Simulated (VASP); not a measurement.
Computed with PBE GGA, VASP's PBE PAW potentials (set 64) (plane waves; VASP).

Input for VASP

KPOINTS:
```
K-points
0
G
  10 10 7
```

**INCAR**
```
GGA = PE   # PBE
LASPH = .TRUE.   # aspherical one-centre terms
EDIFF = 1E-6
LMAXMIX = 4   # l cut-off of mixed one-centre charges
LWAVE = .FALSE.
ISIF = 2
ISMEAR = 1   # Methfessel-Paxton
NELM = 100
ALGO = Normal   # blocked Davidson
PREC = Accurate
LREAL = .FALSE.   # projection in real space or not
LCHARG = .FALSE.
SIGMA = 0.1   # width (eV)
ENCUT = 400   # plane-wave cut-off (eV)
SYSTEM = TiAl
```

File POSCAR:
```
TiAl
1
    2.8866000000     0.0000000000     0.0000000000
    0.0000000000     2.8866000000     0.0000000000
    0.0000000000     0.0000000000     4.1514000000
Ti Al
1 1
Direct
  0.0000000000   0.0000000000   0.0000000000
  0.5000000000   0.5000000000   0.5000000000
```

POTCAR, in this order: Ti_sv Al (PBE.64 set). Program: vasp_std.

Output of the run:

### OSZICAR
```
       N       E                     dE             d eps       ncg     rms          rms(c)
DAV:   1     0.780376120687E+02    0.78038E+02   -0.66276E+03  1848   0.115E+03
DAV:   2    -0.878433948470E+01   -0.86822E+02   -0.84627E+02  1878   0.301E+02
DAV:   3    -0.138718810740E+02   -0.50875E+01   -0.48279E+01  2912   0.720E+01
DAV:   4    -0.140343653744E+02   -0.16248E+00   -0.16142E+00  2352   0.111E+01
DAV:   5    -0.140411032856E+02   -0.67379E-02   -0.67347E-02  2706   0.205E+00    0.922E+00
DAV:   6    -0.125697357543E+02    0.14714E+01   -0.14666E+01  2271   0.393E+01    0.360E+00
DAV:   7    -0.123626627375E+02    0.20707E+00   -0.16010E+00  2172   0.131E+01    0.177E+00
DAV:   8    -0.123477712254E+02    0.14892E-01   -0.21368E-01  2137   0.497E+00    0.635E-01
DAV:   9    -0.123421453639E+02    0.56259E-02   -0.27750E-02  2116   0.214E+00    0.235E-01
DAV:  10    -0.123425394197E+02   -0.39406E-03   -0.20904E-03  2726   0.565E-01    0.598E-02
DAV:  11    -0.123424596549E+02    0.79765E-04   -0.27921E-04  2062   0.214E-01    0.312E-02
DAV:  12    -0.123424630307E+02   -0.33759E-05   -0.23188E-05  2534   0.603E-02    0.681E-03
DAV:  13    -0.123424629533E+02    0.77412E-07   -0.13591E-06  1655   0.109E-02
   1 F= -.12342463E+02 E0= -.12341643E+02  d E =-.246046E-02
```

**OUTCAR**
```
------------------------ aborting loop because EDIFF is reached ----------------------------------------
  FORCE on cell =-STRESS in cart. coord.  units (eV):
  Direction    XX          YY          ZZ          XY          YZ          ZX
  --------------------------------------------------------------------------------------
  Total       -1.4835686     -1.4835686     -1.3218666      0.0000000      0.0000000      0.0000000
  in kB      -68.7148190    -68.7148190    -61.2252306      0.0000000      0.0000000      0.0000000
  external PRESSURE =     -66.2182895 kB  Pullay stress =       0.0000000 kB
  volume of cell :       34.59
      direct lattice vectors                 reciprocal lattice vectors
     2.886600000  0.000000000  0.000000000     0.346428324  0.000000000  0.000000000
     0.000000000  2.886600000  0.000000000     0.000000000  0.346428324  0.000000000
     0.000000000  0.000000000  4.151400000     0.000000000  0.000000000  0.240882594
 POSITION                                       TOTAL-FORCE (eV/Angst)
 -----------------------------------------------------------------------------------
      0.00000      0.00000      0.00000         0.000000      0.000000      0.000000
      1.44330      1.44330      2.07570         0.000000      0.000000      0.000000
 -----------------------------------------------------------------------------------
    total drift:                                0.000000      0.000000     -0.000000
  FREE ENERGIE OF THE ION-ELECTRON SYSTEM (eV)
  ---------------------------------------------------
  free  energy   TOTEN  =       -12.3424629533 eV

  energy  without entropy=      -12.3400024921  energy(sigma->0) =      -12.34164280
```
(Selected blocks of OUTCAR.)

### OUTCAR
```
 val. band max:        7.6744465473   @ k =   0.5000   0.4000   0.0000

 cond. band min:       7.6864392331   @ k =   0.3000   0.1000   0.4286


 Fermi energy:         7.6822271755

 k-point     1 :       0.0000    0.0000    0.0000
  band No.  band energies     occupation
      1     -49.0825      2.00000
      2     -25.4844      2.00000
      3     -25.0746      2.00000
      4     -25.0746      2.00000
      5      -1.0633      2.00000
      6       5.9472      2.00000
      7       6.9267      2.00000
      8       7.2738      2.00000
      9       9.6661     -0.00000
     10       9.6661     -0.00000
     11      10.7249      0.00000

 k-point     2 :       0.1000    0.0000    0.0000
  band No.  band energies     occupation
      1     -49.0780      2.00000
      2     -25.4802      2.00000
      3     -25.1119      2.00000
      4     -25.0714      2.00000
      5      -0.8762      2.00000
      6       6.0958      2.00000
      7       6.9868      2.00000
      8       7.1301      2.00000
      9       9.6954      0.00000
     10       9.8655      0.00000
     11      10.5550      0.00000

 k-point     3 :       0.2000    0.0000    0.0000
  band No.  band energies     occupation
      1     -49.0669      2.00000
      2     -25.4689      2.00000
      3     -25.2087      2.00000
      4     -25.0631      2.00000
      5      -0.3242      2.00000
      6       6.4607      2.00000
      7       6.8023      2.00000
      8       7.0184      2.00000
      9       9.7727      0.00000
     10      10.1564      0.00000
     11      10.3922      0.00000

 k-point     4 :       0.3000    0.0000    0.0000
  band No.  band energies     occupation
      1     -49.0530      2.00000
      2     -25.4551      2.00000
      3     -25.3268      2.00000
      4     -25.0528      2.00000
      5       0.5704      2.00000
      6       6.2991      2.00000
      7       6.4544      2.00000
      8       6.9873      2.00000
      9       9.7291      0.00000
...
```

The compound is TiAl in the L1_0 structure. The cell was not relaxed at this level. The electron count is odd and the run is not spin-polarised, which forces a metal.
